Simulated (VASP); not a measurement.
Calculation: PBEsol GGA, VASP's PBE PAW potentials (set 64) (plane waves; VASP).

The input files of a VASP run:

INCAR:
```
SYSTEM = Tb(SiRu)2
PREC = Accurate
ENCUT = 300
EDIFF = 1E-6
NELM = 100
ALGO = Normal
LREAL = .FALSE.
LASPH = .TRUE.
ISMEAR = 0
SIGMA = 0.1
GGA = PS
LMAXMIX = 6
LWAVE = .FALSE.
LCHARG = .FALSE.
ISIF = 2
ISPIN = 2
MAGMOM = 0.0 0.0 6.0 0.0 0.0
LORBIT = 11
```

File POSCAR:
```
Tb(SiRu)2
1
   -2.0635870000     2.0635870000     4.7590480000
    2.0635870000    -2.0635870000     4.7590480000
    2.0635870000     2.0635870000    -4.7590480000
Ru Tb Si
2 1 2
Direct
  0.7500000000   0.2500000000   0.5000000000
  0.2500000000   0.7500000000   0.5000000000
  0.0000000000   0.0000000000   0.0000000000
  0.3710000000   0.3710000000   0.0000000000
  0.6290000000   0.6290000000   0.0000000000
```

### KPOINTS
```
Automatic mesh
0
Gamma
3 3 3
0 0 0
```

POTCAR, in this order: Ru_pv Tb Si (PBE.64 set). Program: vasp_std.

Output

File OUTCAR:
```
 ion  position               nearest neighbor table
   1  0.750  0.250  0.500-   4 2.36   5 2.36   4 2.36   5 2.36   2 2.92   2 2.92   2 2.92   2 2.92
                             3 3.15   3 3.15   3 3.15   3 3.15
   2  0.250  0.750  0.500-   4 2.36   5 2.36   4 2.36   5 2.36   1 2.92   1 2.92   1 2.92   1 2.92
                             3 3.15   3 3.15   3 3.15   3 3.15
   3  0.000  0.000  0.000-   1 3.15   2 3.15   1 3.15   2 3.15   1 3.15   2 3.15   1 3.15   2 3.15
                             5 3.17   4 3.17   5 3.17   4 3.17   5 3.17   4 3.17   5 3.17   4 3.17
   4  0.371  0.371  0.000-   1 2.36   2 2.36   2 2.36   1 2.36   5 2.46   3 3.17   3 3.17   3 3.17
                             3 3.17
   5  0.629  0.629  0.000-   2 2.36   1 2.36   1 2.36   2 2.36   4 2.46   3 3.17   3 3.17   3 3.17
                             3 3.17
  LATTYP: Found a body centered tetragonal cell.
 ALAT       =     4.1271740000
 C/A-ratio  =     2.3062017739
 Subroutine PRICEL returns:
 Original cell was already a primitive cell.
 Subroutine GETGRP returns: Found 16 space group operations
The static configuration has the point symmetry D_4h.
The dynamic configuration has the point symmetry D_4h.
The overall configuration has the point symmetry D_4h.
 Subroutine INISYM returns: Found 16 space group operations
 Subroutine IBZKPT returns following result:
 Found      6 irreducible k-points:

 Following reciprocal coordinates:
            Coordinates               Weight
  0.000000  0.000000  0.000000      1.000000
  0.333333 -0.000000  0.000000      8.000000
  0.333333  0.333333  0.000000      8.000000
 -0.333333  0.333333  0.000000      4.000000
 -0.333333  0.333333  0.333333      4.000000
 -0.333333 -0.333333  0.333333      2.000000
   k-points           NKPTS =      6   k-points in BZ     NKDIM =      6   number of bands    NBANDS=     36
   number of dos      NEDOS =    301   number of ions     NIONS =      5
   total plane-waves  NPLWV =  32768
   dimension x,y,z NGX =    32 NGY =   32 NGZ =   32
   dimension x,y,z NGXF=    64 NGYF=   64 NGZF=   64
   ions per type =               2   1   2
   PREC   = accura    normal or accurate (medium, high low for compatibility)
   ISTART =      0    job   : 0-new  1-cont  2-samecut
...
```

File OSZICAR:
```
...
DAV:  12    -0.511163979929E+02   -0.12982E+01   -0.68155E-01  1428   0.123E+01    0.459E+01
DAV:  13    -0.506780294262E+02    0.43837E+00   -0.18967E-01  1316   0.259E+00    0.399E+01
DAV:  14    -0.500583774990E+02    0.61965E+00   -0.12937E-01  1208   0.465E+00    0.359E+01
DAV:  15    -0.491200017505E+02    0.93838E+00   -0.24260E-01  1132   0.856E+00    0.309E+01
DAV:  16    -0.487136434640E+02    0.40636E+00   -0.10796E-01  1480   0.458E+00    0.295E+01
DAV:  17    -0.487178038640E+02   -0.41604E-02   -0.34279E-02  1196   0.561E-01    0.302E+01
DAV:  18    -0.488277379690E+02   -0.10993E+00   -0.32541E-03  1132   0.154E+00    0.307E+01
DAV:  19    -0.488292133249E+02   -0.14754E-02   -0.88418E-04  1228   0.135E-01    0.311E+01
DAV:  20    -0.485840246226E+02    0.24519E+00   -0.12990E-02  1064   0.326E+00    0.305E+01
DAV:  21    -0.460969472753E+02    0.24871E+01   -0.17878E+00  1036   0.413E+01    0.138E+01
DAV:  22    -0.461084815776E+02   -0.11534E-01   -0.48713E-01  1240   0.344E+00    0.113E+01
DAV:  23    -0.461826423248E+02   -0.74161E-01   -0.83102E-02  1336   0.369E+00    0.159E+01
DAV:  24    -0.461433993795E+02    0.39243E-01   -0.11017E-02  1280   0.170E+00    0.143E+01
DAV:  25    -0.461431922981E+02    0.20708E-03   -0.31498E-03  1332   0.183E-01    0.145E+01
DAV:  26    -0.461360222877E+02    0.71700E-02   -0.38240E-04  1204   0.349E-01    0.142E+01
DAV:  27    -0.461415976165E+02   -0.55753E-02   -0.45367E-04  1296   0.438E-01    0.144E+01
DAV:  28    -0.461414246347E+02    0.17298E-03   -0.56863E-05  1372   0.675E-02    0.144E+01
DAV:  29    -0.461978644421E+02   -0.56440E-01   -0.10327E-02  1012   0.211E+00    0.161E+01
DAV:  30    -0.461577961581E+02    0.40068E-01   -0.49750E-03  1136   0.157E+00    0.151E+01
DAV:  31    -0.461163205642E+02    0.41476E-01   -0.39115E-02  1064   0.358E+00    0.125E+01
DAV:  32    -0.461247398284E+02   -0.84193E-02   -0.76094E-03  1416   0.766E-01    0.121E+01
DAV:  33    -0.461352716376E+02   -0.10532E-01   -0.20671E-02  1132   0.222E+00    0.132E+01
DAV:  34    -0.461324849481E+02    0.27867E-02   -0.36434E-03  1224   0.935E-01    0.124E+01
DAV:  35    -0.461469973460E+02   -0.14512E-01   -0.12721E-02  1144   0.174E+00    0.132E+01
DAV:  36    -0.461460639972E+02    0.93335E-03   -0.67559E-02   984   0.386E+00    0.115E+01
DAV:  37    -0.461532169109E+02   -0.71529E-02   -0.42223E-03  1372   0.615E-01    0.110E+01
DAV:  38    -0.461552163742E+02   -0.19995E-02   -0.11007E-03  1576   0.358E-01    0.110E+01
DAV:  39    -0.461505020712E+02    0.47143E-02   -0.27146E-04  1428   0.176E-01    0.110E+01
DAV:  40    -0.461488933650E+02    0.16087E-02   -0.33423E-04  1344   0.223E-01    0.109E+01
DAV:  41    -0.461625393320E+02   -0.13646E-01   -0.30949E-03  1400   0.660E-01    0.108E+01
DAV:  42    -0.461431691605E+02    0.19370E-01   -0.76342E-03  1052   0.119E+00    0.105E+01
DAV:  43    -0.461369070345E+02    0.62621E-02   -0.48210E-02  1168   0.273E+00    0.106E+01
DAV:  44    -0.461470057396E+02   -0.10099E-01   -0.22851E-02  1156   0.235E+00    0.987E+00
DAV:  45    -0.461461256472E+02    0.88009E-03   -0.86999E-04  1400   0.302E-01    0.944E+00
DAV:  46    -0.461424555159E+02    0.36701E-02   -0.24757E-03  1140   0.563E-01    0.942E+00
DAV:  47    -0.461484110764E+02   -0.59556E-02   -0.24420E-03  1164   0.748E-01    0.927E+00
DAV:  48    -0.461695599601E+02   -0.21149E-01   -0.14749E-02  1184   0.150E+00    0.935E+00
DAV:  49    -0.461634614896E+02    0.60985E-02   -0.92892E-04  1400   0.328E-01    0.898E+00
DAV:  50    -0.461628436605E+02    0.61783E-03   -0.13418E-04  1452   0.814E-02    0.883E+00
DAV:  51    -0.463084879076E+02   -0.14564E+00   -0.74239E-02  1092   0.430E+00    0.134E+01
DAV:  52    -0.463026469794E+02    0.58409E-02   -0.82986E-03  1344   0.670E-01    0.137E+01
DAV:  53    -0.462906678346E+02    0.11979E-01   -0.81637E-04  1420   0.185E-01    0.137E+01
DAV:  54    -0.462736810413E+02    0.16987E-01   -0.36442E-04  1252   0.270E-01    0.133E+01
DAV:  55    -0.462275237827E+02    0.46157E-01   -0.32163E-03  1140   0.103E+00    0.116E+01
DAV:  56    -0.461670429231E+02    0.60481E-01   -0.12342E-02  1084   0.203E+00    0.904E+00
DAV:  57    -0.461644716594E+02    0.25713E-02   -0.54880E-03  1492   0.869E-01    0.877E+00
DAV:  58    -0.461765464561E+02   -0.12075E-01   -0.12686E-03  1444   0.370E-01    0.883E+00
DAV:  59    -0.461690662127E+02    0.74802E-02   -0.74069E-04  1264   0.481E-01    0.842E+00
DAV:  60    -0.461712743385E+02   -0.22081E-02   -0.16359E-04  1484   0.841E-02    0.840E+00
DAV:  61    -0.461570724941E+02    0.14202E-01   -0.64314E-03  1148   0.674E-01    0.800E+00
DAV:  62    -0.461601681336E+02   -0.30956E-02   -0.29913E-04  1408   0.142E-01    0.807E+00
DAV:  63    -0.461656317124E+02   -0.54636E-02   -0.46450E-04  1256   0.313E-01    0.829E+00
DAV:  64    -0.461664746462E+02   -0.84293E-03   -0.13188E-04  1304   0.100E-01    0.829E+00
DAV:  65    -0.461658909134E+02    0.58373E-03   -0.16201E-05  1368   0.273E-02    0.829E+00
DAV:  66    -0.461154356969E+02    0.50455E-01   -0.20174E-01  1328   0.430E+00    0.467E+00
DAV:  67    -0.461437418305E+02   -0.28306E-01   -0.49965E-02  1416   0.213E+00    0.414E+00
DAV:  68    -0.461410508056E+02    0.26910E-02   -0.11631E-02  1404   0.160E+00    0.401E+00
DAV:  69    -0.461425090361E+02   -0.14582E-02   -0.33282E-03  1504   0.420E-01    0.427E+00
DAV:  70    -0.461424802636E+02    0.28773E-04   -0.56999E-04  1600   0.188E-01    0.438E+00
DAV:  71    -0.461507548142E+02   -0.82746E-02   -0.22076E-02  1288   0.241E+00    0.675E+00
DAV:  72    -0.461543660797E+02   -0.36113E-02   -0.65371E-03  1396   0.709E-01    0.824E+00
DAV:  73    -0.461478779521E+02    0.64881E-02   -0.42644E-03  1320   0.771E-01    0.730E+00
DAV:  74    -0.461447336813E+02    0.31443E-02   -0.32634E-03  1216   0.481E-01    0.696E+00
DAV:  75    -0.461440293564E+02    0.70432E-03   -0.18571E-03  1348   0.339E-01    0.685E+00
DAV:  76    -0.461387082612E+02    0.53211E-02   -0.10058E-02  1096   0.107E+00    0.516E+00
DAV:  77    -0.461372330662E+02    0.14752E-02   -0.88150E-03  1224   0.109E+00    0.541E+00
DAV:  78    -0.461379926981E+02   -0.75963E-03   -0.14272E-03  1336   0.407E-01    0.543E+00
DAV:  79    -0.461350090109E+02    0.29837E-02   -0.10272E-03  1244   0.347E-01    0.588E+00
DAV:  80    -0.461309663543E+02    0.40427E-02   -0.19185E-03  1252   0.438E-01    0.575E+00
DAV:  81    -0.461213232162E+02    0.96431E-02   -0.88757E-03  1316   0.148E+00    0.542E+00
DAV:  82    -0.461309438327E+02   -0.96206E-02   -0.74892E-03  1440   0.847E-01    0.434E+00
DAV:  83    -0.461355568280E+02   -0.46130E-02   -0.36027E-03  1440   0.696E-01    0.381E+00
DAV:  84    -0.461334342408E+02    0.21226E-02   -0.26679E-03  1340   0.560E-01    0.338E+00
DAV:  85    -0.461350585399E+02   -0.16243E-02   -0.60749E-04  1500   0.232E-01    0.308E+00
DAV:  86    -0.461397665523E+02   -0.47080E-02   -0.68653E-03  1092   0.534E-01    0.238E+00
DAV:  87    -0.461419507568E+02   -0.21842E-02   -0.31878E-03  1304   0.507E-01    0.230E+00
DAV:  88    -0.461425350547E+02   -0.58430E-03   -0.45356E-04  1496   0.115E-01    0.224E+00
DAV:  89    -0.461427611397E+02   -0.22608E-03   -0.33001E-04  1360   0.256E-01    0.219E+00
DAV:  90    -0.461420172732E+02    0.74387E-03   -0.17833E-03  1252   0.511E-01    0.213E+00
DAV:  91    -0.461434376460E+02   -0.14204E-02   -0.48365E-04  1304   0.196E-01    0.196E+00
DAV:  92    -0.461426669566E+02    0.77069E-03   -0.29928E-04  1312   0.216E-01    0.184E+00
DAV:  93    -0.461429533961E+02   -0.28644E-03   -0.34590E-04  1372   0.194E-01    0.179E+00
DAV:  94    -0.461433870507E+02   -0.43365E-03   -0.17462E-04  1436   0.112E-01    0.180E+00
DAV:  95    -0.461440525863E+02   -0.66554E-03   -0.53869E-04  1184   0.209E-01    0.189E+00
DAV:  96    -0.461447894238E+02   -0.73684E-03   -0.24373E-03  1300   0.497E-01    0.180E+00
DAV:  97    -0.461445927097E+02    0.19671E-03   -0.14525E-03  1408   0.523E-01    0.167E+00
DAV:  98    -0.461452993155E+02   -0.70661E-03   -0.78778E-04  1464   0.338E-01    0.138E+00
DAV:  99    -0.461448622181E+02    0.43710E-03   -0.81036E-04  1268   0.285E-01    0.962E-01
DAV: 100    -0.461452817638E+02   -0.41955E-03   -0.65454E-04  1248   0.299E-01
   1 F= -.46145282E+02 E0= -.46119077E+02  d E =-.524091E-01  mag=     5.9474
```

OUTCAR:
```
------------------------ aborting loop EDIFF was not reached (unconverged)  ----------------------------
  FORCE on cell =-STRESS in cart. coord.  units (eV):
  Direction    XX          YY          ZZ          XY          YZ          ZX
  --------------------------------------------------------------------------------------
  Total       -0.3498146     -0.3498146      1.8317861      0.0000000     -0.0000000      0.0000000
  in kB       -6.9138961     -6.9138961     36.2042621      0.0000000     -0.0000000      0.0000000
  external PRESSURE =       7.4588233 kB  Pullay stress =       0.0000000 kB
  volume of cell :       81.06
      direct lattice vectors                 reciprocal lattice vectors
    -2.063587000  2.063587000  4.759048000     0.000000000  0.242296545  0.105063029
     2.063587000 -2.063587000  4.759048000     0.242296545  0.000000000  0.105063029
     2.063587000  2.063587000 -4.759048000     0.242296545  0.242296545  0.000000000
 POSITION                                       TOTAL-FORCE (eV/Angst)
 -----------------------------------------------------------------------------------
      0.00000      2.06359      2.37952         0.000000      0.000000      0.000000
      2.06359      0.00000      2.37952         0.000000      0.000000     -0.000000
      0.00000      0.00000      0.00000         0.000000      0.000000     -0.000000
      0.00000      0.00000      3.53121         0.000000      0.000000     -0.184464
      0.00000      0.00000      5.98688        -0.000000     -0.000000      0.184464
 -----------------------------------------------------------------------------------
    total drift:                                0.000000     -0.000000      0.000000
  FREE ENERGIE OF THE ION-ELECTRON SYSTEM (eV)
  ---------------------------------------------------
  free  energy   TOTEN  =       -46.1452817638 eV

  energy  without entropy=      -46.0928726614  energy(sigma->0) =      -46.11907721

 total charge

# of ion       s       p       d       f       tot
--------------------------------------------------
    1        0.366   6.289   6.199   0.000  12.854
    2        0.366   6.289   6.199   0.000  12.854
    3        2.036   5.620   0.504   8.078  16.238
    4        0.762   0.944   0.000   0.000   1.706
    5        0.762   0.944   0.000   0.000   1.706
--------------------------------------------------
tot          4.292  20.087  12.902   8.078  45.359

 magnetization (x)

# of ion       s       p       d       f       tot
--------------------------------------------------
    1       -0.001  -0.005   0.035   0.000   0.029
    2       -0.001  -0.005   0.035   0.000   0.029
    3       -0.002  -0.046   0.061   5.761   5.773
    4       -0.003  -0.005   0.000   0.000  -0.008
    5       -0.003  -0.005   0.000   0.000  -0.008
--------------------------------------------------
tot         -0.011  -0.067   0.131   5.761   5.814
```
(Selected blocks of OUTCAR.)

### stdout
```
...
DAV:  81    -0.461213232162E+02    0.96431E-02   -0.88757E-03  1316   0.148E+00    0.542E+00
DAV:  82    -0.461309438327E+02   -0.96206E-02   -0.74892E-03  1440   0.847E-01    0.434E+00
DAV:  83    -0.461355568280E+02   -0.46130E-02   -0.36027E-03  1440   0.696E-01    0.381E+00
DAV:  84    -0.461334342408E+02    0.21226E-02   -0.26679E-03  1340   0.560E-01    0.338E+00
DAV:  85    -0.461350585399E+02   -0.16243E-02   -0.60749E-04  1500   0.232E-01    0.308E+00
DAV:  86    -0.461397665523E+02   -0.47080E-02   -0.68653E-03  1092   0.534E-01    0.238E+00
DAV:  87    -0.461419507568E+02   -0.21842E-02   -0.31878E-03  1304   0.507E-01    0.230E+00
DAV:  88    -0.461425350547E+02   -0.58430E-03   -0.45356E-04  1496   0.115E-01    0.224E+00
DAV:  89    -0.461427611397E+02   -0.22608E-03   -0.33001E-04  1360   0.256E-01    0.219E+00
DAV:  90    -0.461420172732E+02    0.74387E-03   -0.17833E-03  1252   0.511E-01    0.213E+00
DAV:  91    -0.461434376460E+02   -0.14204E-02   -0.48365E-04  1304   0.196E-01    0.196E+00
DAV:  92    -0.461426669566E+02    0.77069E-03   -0.29928E-04  1312   0.216E-01    0.184E+00
DAV:  93    -0.461429533961E+02   -0.28644E-03   -0.34590E-04  1372   0.194E-01    0.179E+00
DAV:  94    -0.461433870507E+02   -0.43365E-03   -0.17462E-04  1436   0.112E-01    0.180E+00
DAV:  95    -0.461440525863E+02   -0.66554E-03   -0.53869E-04  1184   0.209E-01    0.189E+00
DAV:  96    -0.461447894238E+02   -0.73684E-03   -0.24373E-03  1300   0.497E-01    0.180E+00
DAV:  97    -0.461445927097E+02    0.19671E-03   -0.14525E-03  1408   0.523E-01    0.167E+00
DAV:  98    -0.461452993155E+02   -0.70661E-03   -0.78778E-04  1464   0.338E-01    0.138E+00
DAV:  99    -0.461448622181E+02    0.43710E-03   -0.81036E-04  1268   0.285E-01    0.962E-01
DAV: 100    -0.461452817638E+02   -0.41955E-03   -0.65454E-04  1248   0.299E-01

 -----------------------------------------------------------------------------
|                                                                             |
|           W    W    AA    RRRRR   N    N  II  N    N   GGGG   !!!           |
|           W    W   A  A   R    R  NN   N  II  NN   N  G    G  !!!           |
|           W    W  A    A  R    R  N N  N  II  N N  N  G       !!!           |
|           W WW W  AAAAAA  RRRRR   N  N N  II  N  N N  G  GGG   !            |
|           WW  WW  A    A  R   R   N   NN  II  N   NN  G    G                |
|           W    W  A    A  R    R  N    N  II  N    N   GGGG   !!!           |
|                                                                             |
|     The electronic self-consistency was not achieved in the given           |
|     number of steps (NELM). The forces and other quantities evaluated       |
|     might not be reliable so examine the results carefully. If you find     |
|     spurious results, we suggest increasing NELM, if you were close to      |
|     convergence or switching to a different ALGO or adjusting the           |
|     density mixing parameters otherwise.                                    |
|                                                                             |
 -----------------------------------------------------------------------------

   1 F= -.46145282E+02 E0= -.46119077E+02  d E =-.524091E-01  mag=     5.9474
```

The run did not converge; its last values are not results.

At this cut-off the stress carries a Pulay error, which pulls relaxed volumes low.

The structure comes from a measured Ru2TbSi2 entry of the Crystallography Open Database, whose conditions weren't checked. The cell was not relaxed at this level. The k-mesh is coarse (spacing up to 0.72 per Å, 2π included), so the numbers may not be converged in it. The run is one of a series of settings (KPOINTS 3×3×3 Γ-centred mesh against the base run), some of them coarse on purpose.
